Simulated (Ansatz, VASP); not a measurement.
# Ru (Ru(0001)): VASP beside Ansatz, part 2 of 2

Wanted: the spread between two codes on one cell, functional and k mesh. Of the first pair: The cell is taken from a series of runs on this material, whose earlier steps may have relaxed, scaled, displaced or heated it; both programs get it as it stands.

VASP 6.6.1 and Ansatz 0.2.0.

So far. Step 4 (Differences): The forces differ by 3.8 meV/Å r.m.s., which is 2.2 % of the r.m.s. force of 0.175 eV/Å (both taken over all components). With vacuum in the cell, a pressure given here is an average over mostly empty space and none of the material.

## Step 5: Ansatz: relaxation, PBE

Level of this step: Ansatz beside VASP: Kohn-Sham DFT, plane waves, PBE (Ansatz).

The two programs are compared at the cell with which this relaxation starts, whose forces are those of its first step.

The structure compared here is the start of the Ansatz relaxation; VASP solves that cell, so the two are compared at the walk's first step.

Input file input.yaml:

```yaml
crystal:
  lattice:
    - [2.7, 0.0, 0.0]
    - [1.35, 2.3382685902, 0.0]
    - [0.0, 0.0, 28.8304]
  atoms:
    - { symbol: Ru, position: [0.0, 0.0, 0.2774848771] }
    - { symbol: Ru, position: [0.6666666667, 0.6666666667, 0.3516565847] }
    - { symbol: Ru, position: [0.0, 0.0, 0.4258282924] }
    - { symbol: Ru, position: [0.6666666667, 0.6666666667, 0.5] }
    - { symbol: Ru, position: [0.0, 0.0, 0.5741717076] }
    - { symbol: Ru, position: [0.6666666667, 0.6666666667, 0.6483434153] }
    - { symbol: Ru, position: [0.0, 0.0, 0.7225151229] }
kpoints:
  mp_grid: { grid: [13, 13, 1] }
hamiltonian:
  xc: pbe
scf:
  occupations: { method: fermi_dirac, width: 0.1 }
efield:
  axis: 3
  dipole_correction: true
  ramp_width: 0.05
relax:
  f_tol: 0.02
  max_steps: 60
  constraints: [{ sites: [0, 1, 2] }]
output:
  write_potential: true
  write_density: true
  volumetric_format: npy
```

Command:

```console
$ ansatz run input.yaml --threads 4 --pin off --max-ram 8192MiB --backend cpu --events-out ev --progress --plain --runs-dir out
```

Numbers of over 12 decimals in the logs are rounded to 6 here.

The program printed:

```text
[...]
Crystal: 7 atoms, lattice volume = 182.016 Å³
Basis set: ecut = 420 eV, 3607 PW (Γ), exchange–correlation on 40×40×400 points (8 copies of the dense FFT grid, shifted against one another)
Bands: 68, of which v1, the nominal top of the filled ones, is band 56 counted from 1 (55 counted from 0)
Symmetry: 6 space group operations
[...]
atoms:
    - { symbol: Ru, position: [0, 0, 0.277485] }
    - { symbol: Ru, position: [0.666667, 0.666667, 0.351657] }
    - { symbol: Ru, position: [0, 0, 0.425828] }
    - { symbol: Ru, position: [0.666667, 0.666667, 0.500923] }
    - { symbol: Ru, position: [2.2258579683160384e-18, 0, 0.576049] }
    - { symbol: Ru, position: [0.666667, 0.666667, 0.650806] }
    - { symbol: Ru, position: [2.965402443528607e-19, 0, 0.722765] }
[key lines of the parts left out:]
SCF converged after 4 iterations
Free energy (F): -41148.825576 eV
Fermi energy:    9.931879 eV
Dipole field:    D = 0.001779 V/Å  (p = 0.001789 e·Å, saw-weighted, corrected)
Work function:   Φ+ = 5.0220 eV   Φ− = 5.0733 eV
```

## Step 6: VASP: single point, PBE, start cell, pair 2

The same cell, functional, mesh and smearing now go to VASP, with its own data sets.

Input file INCAR:

```
SYSTEM = Ru
PREC = Accurate
ENCUT = 400
EDIFF = 1E-06
NELM = 120
ISMEAR = -1
SIGMA = 0.1
LREAL = .FALSE.
ALGO = Normal
GGA = PE
NBANDS = 60
LASPH = .TRUE.
LORBIT = 11
LWAVE = .FALSE.
LCHARG = .FALSE.
ISIF = 2
LDIPOL = .TRUE.
IDIPOL = 3
DIPOL = 0.5 0.5 0.5
LVHAR = .TRUE.
GGA_COMPAT = .FALSE.
NELMDL = -8
KPAR = 2
```

Input file POSCAR:

```
Ru
1.0
    2.7000000000      0.0000000000      0.0000000000
    1.3500000000      2.3382685902      0.0000000000
    0.0000000000      0.0000000000     28.8304000000
Ru
7
Direct
    0.0000000000      0.0000000000      0.2774848771
    0.6666666667      0.6666666667      0.3516565847
    0.0000000000      0.0000000000      0.4258282924
    0.6666666667      0.6666666667      0.5000000000
    0.0000000000      0.0000000000      0.5741717076
    0.6666666667      0.6666666667      0.6483434153
    0.0000000000      0.0000000000      0.7225151229
```

Input file KPOINTS:

```
Automatic mesh
0
Gamma
13 13 1
0 0 0
```

The projector-augmented-wave data sets are Ru_pv (PBE family, release 64).

Command:

```console
$ mpirun -np 2 vasp_std
```

The program printed:

```text
[... set-up lines as in an earlier step ...]
 entering main loop
       N       E                     dE             d eps       ncg     rms          rms(c)
DAV:   1     0.983534709865E+03    0.98353E+03   -0.56056E+04  3184   0.136E+03
DAV:   2    -0.329243336456E+02   -0.10165E+04   -0.97970E+03  2736   0.456E+02
DAV:   3    -0.660160374682E+02   -0.33092E+02   -0.31698E+02  3224   0.794E+01
DAV:   4    -0.672788352827E+02   -0.12628E+01   -0.12305E+01  3140   0.117E+01
[...]
DAV:  31    -0.626039489485E+02   -0.37982E-05   -0.10891E-07  1372   0.119E-03    0.790E-04
DAV:  32    -0.626039505415E+02   -0.15931E-05   -0.63323E-08  1356   0.773E-04    0.361E-04
DAV:  33    -0.626039512399E+02   -0.69842E-06   -0.32047E-08  1320   0.506E-04
   1 F= -.62603951E+02 E0= -.62479075E+02  d E =-.249753E+00
```

OUTCAR, selected parts (step 6):

```text
  Total       -0.3099682     -0.3099682     -1.2975197      0.0000000      0.0000000      0.0000000
  in kB       -2.7284684     -2.7284684    -11.4213045      0.0000000      0.0000000      0.0000000
  external PRESSURE =      -5.6260804 kB  Pullay stress =       0.0000000 kB

 POSITION                                       TOTAL-FORCE (eV/Angst)
 -----------------------------------------------------------------------------------
      0.00000      0.00000      8.00000        -0.000000      0.000000      0.542485
      2.70000      1.55885     10.13840         0.000000      0.000000     -0.641808
      0.00000      0.00000     12.27680        -0.000000     -0.000000     -0.194133
      2.70000      1.55885     14.41520        -0.000000     -0.000000     -0.000000
      0.00000      0.00000     16.55360        -0.000000     -0.000000      0.194133
      2.70000      1.55885     18.69200         0.000000      0.000000      0.641808
      0.00000      0.00000     20.83040        -0.000000      0.000000     -0.542485
 -----------------------------------------------------------------------------------
    total drift:                               -0.000001     -0.000000      0.000000

  FREE ENERGIE OF THE ION-ELECTRON SYSTEM (eV)
  ---------------------------------------------------
  free  energy   TOTEN  =       -62.6039512399 eV

  energy  without entropy=      -62.3541980724  energy(sigma->0) =      -62.47907466

[... 2 parts as in an earlier step ...]

[... 1 further part left out ...]
[key lines of the parts left out:]
E-fermi :   4.3402
```

## Step 7: Comparison

What differs besides the data sets and the points named for the pairs above, as far as they apply: the data sets hold 112 valence electrons in Ansatz (on its default PAW (the set named soft_2) files) and 98 in VASP. Total energies have different zeros and are not compared.

Forces (eV/Å; atoms numbered as in POSCAR):

| atom | Ansatz x, y, z | VASP x, y, z |
| --- | --- | --- |
| Ru1 | 0.000, 0.000, 0.549 | 0.000, 0.000, 0.542 |
| Ru2 | 0.000, 0.000, -0.641 | 0.000, 0.000, -0.642 |
| Ru3 | 0.000, 0.000, -0.197 | 0.000, 0.000, -0.194 |
| Ru4 | 0.000, 0.000, 0.000 | 0.000, 0.000, 0.000 |
| Ru5 | 0.000, 0.000, 0.197 | 0.000, 0.000, 0.194 |
| Ru6 | 0.000, 0.000, 0.641 | 0.000, 0.000, 0.642 |
| Ru7 | 0.000, 0.000, -0.549 | 0.000, 0.000, -0.542 |

The forces differ by 2.2 meV/Å r.m.s., which is 0.8 % of the r.m.s. force of 0.266 eV/Å (both taken over all components). With vacuum in the cell, a pressure given here is an average over mostly empty space and none of the material.

## Step 8: Ansatz: relaxation, PBE

This run makes the geometry at which the two programs are then compared.

The structure compared here is the end of the Ansatz relaxation.

input.yaml is that of step 5.

Command:

```console
$ ansatz run input.yaml --threads 4 --pin off --max-ram 8192MiB --backend cpu --events-out ev --progress --plain --runs-dir out
```

The program printed:

```text
[...]
Crystal: 7 atoms, lattice volume = 182.016 Å³
Basis set: ecut = 420 eV, 3607 PW (Γ), exchange–correlation on 40×40×400 points (8 copies of the dense FFT grid, shifted against one another)
Bands: 68, of which v1, the nominal top of the filled ones, is band 56 counted from 1 (55 counted from 0)
Symmetry: 6 space group operations
[...]
atoms:
    - { symbol: Ru, position: [0, 0, 0.277485] }
    - { symbol: Ru, position: [0.666667, 0.666667, 0.351657] }
    - { symbol: Ru, position: [0, 0, 0.425828] }
    - { symbol: Ru, position: [0.666667, 0.666667, 0.500923] }
    - { symbol: Ru, position: [2.2258579683160384e-18, 0, 0.576049] }
    - { symbol: Ru, position: [0.666667, 0.666667, 0.650806] }
    - { symbol: Ru, position: [2.965402443528607e-19, 0, 0.722765] }
[key lines of the parts left out:]
SCF converged after 4 iterations
Free energy (F): -41148.825576 eV
Fermi energy:    9.931879 eV
Dipole field:    D = 0.001779 V/Å  (p = 0.001789 e·Å, saw-weighted, corrected)
Work function:   Φ+ = 5.0220 eV   Φ− = 5.0733 eV
```

## Step 9: VASP: single point, PBE, relaxed cell, pair 3

The same cell, functional, mesh and smearing now go to VASP, with its own data sets.

INCAR, as its differences from that of step 6:

```diff
@@ -18,3 +18,3 @@
 IDIPOL = 3
-DIPOL = 0.5 0.5 0.5
+DIPOL = 0.5 0.5 0.501
 LVHAR = .TRUE.
```

Input file POSCAR:

```
Ru
1.0
    2.7000000000      0.0000000000      0.0000000000
    1.3500000000      2.3382685902      0.0000000000
    0.0000000000      0.0000000000     28.8304000000
Ru
7
Direct
    0.0000000000      0.0000000000      0.2774848771
    0.6666666667      0.6666666667      0.3516565847
    0.0000000000      0.0000000000      0.4258282924
    0.6666666667      0.6666666667      0.5009234070
    0.0000000000      0.0000000000      0.5760492957
    0.6666666667      0.6666666667      0.6508063857
    0.0000000000      0.0000000000      0.7227652648
```

KPOINTS is that of step 6.

Command:

```console
$ mpirun -np 2 vasp_std
```

The program printed:

```text
[... set-up lines as in an earlier step ...]
 entering main loop
       N       E                     dE             d eps       ncg     rms          rms(c)
[... 42 cycles as in an earlier step ...]
   1 F= -.62630180E+02 E0= -.62506123E+02  d E =-.248114E+00
```

From OUTCAR (step 9):

```text
[... 6 parts as in an earlier step ...]

[... 1 further part left out ...]
[key lines of the parts left out:]
E-fermi :   4.3541
```

## Step 10: Differences

What differs besides the data sets and the points named for the pairs above, as far as they apply: the data sets hold 112 valence electrons in Ansatz (on its default PAW (the set named soft_2) files) and 98 in VASP. Total energies have different zeros and are not compared.

The two programs side by side:

| quantity | Ansatz | VASP | difference |
| --- | --- | --- | --- |
| work function, lower of the two faces (eV) | 5.02 | 5.02 | 0.00 |
| work function, higher of the two faces (eV) | 5.07 | 5.07 | 0.00 |

Forces (eV/Å; atoms numbered as in POSCAR):

| atom | Ansatz x, y, z | VASP x, y, z |
| --- | --- | --- |
| Ru1 | 0.000, 0.000, 0.546 | 0.000, 0.000, 0.539 |
| Ru2 | 0.000, 0.000, -0.589 | 0.000, 0.000, -0.589 |
| Ru3 | 0.000, 0.000, 0.041 | 0.000, 0.000, 0.044 |
| Ru4 | 0.000, 0.000, 0.010 | 0.000, 0.000, 0.010 |
| Ru5 | 0.000, 0.000, -0.012 | 0.000, 0.000, -0.014 |
| Ru6 | 0.000, 0.000, -0.003 | 0.000, 0.000, -0.011 |
| Ru7 | 0.000, 0.000, 0.007 | 0.000, 0.000, 0.020 |

The forces differ by 3.8 meV/Å r.m.s., which is 2.2 % of the r.m.s. force of 0.175 eV/Å (both taken over all components). With vacuum in the cell, a pressure given here is an average over mostly empty space and none of the material.

## Step 11: Outcome

```
r.m.s. force difference (single point, PBE, pair 1)               : 3.8 meV/Å
r.m.s. force difference (single point, PBE, start cell, pair 2)   : 0.83 % of the r.m.s. force
r.m.s. force difference (single point, PBE, relaxed cell, pair 3) : 3.8 meV/Å
```

**Reading.** The r.m.s. force difference is 3.8 meV/Å (single point, PBE, pair 1), within the 12 meV/Å picked in this series as the mark of a large difference. The data sets hold unlike numbers of valence electrons (112 in Ansatz and 98 in VASP), so part of the differences comes from the potentials. Such differences can come from data sets, numerical settings and the points named under the comparisons, not from the functional's error against experiment.

[Lines on the potential files, build, host, timing and source positions are cut from VASP's logs without a mark.]

[Logs are printed without paths, hosts, clocks, repeated set-up lines and the standing remarks that a program may print on its own settings, such as how far it seeks lower states.]

[Hosts, paths, dates, database ids (printed as entryN), source tags and the programs' standing remarks are cut or masked in the printed files.]
